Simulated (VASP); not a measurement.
The cell holds one Na (bcc) (110) slab, with vacuum along c, ions free to move until forces fall under 0.03 eV/Å, no reconstruction beyond this cell, dipole correction on.

Data:

```
CELL_PARAMETERS angstrom
      3.60749     0.00000     0.00000
     -1.20250     3.40117     0.00000
      0.00000     0.00000    23.50401
ATOMIC_POSITIONS crystal
  Na 0.50000 0.50000 0.37499
  Na 0.00000 0.00000 0.50000
  Na 0.50000 0.50000 0.62501
```

Calculation: PBEsol GGA, VASP's PBE PAW potentials (set 64) (plane waves; VASP 6.6.1). Run with 400 eV cut-off, 8×8×1 Γ-centred mesh, first-order Methfessel-Paxton smearing of 0.10 eV, potentials Na_pv.

Slab and bulk use different k-meshes, so the surface energy is good to a few per cent at best.

```
Property                                                     Value
------------------------  ----------------------------------------
surface energy                                           0.24 J/m²
work function                                              2.87 eV
band gap (on the k-mesh)  none (metal, semimetal or under 0.01 eV)
```

The cell is a thin slab with vacuum, built from Na (bcc): (110) face.
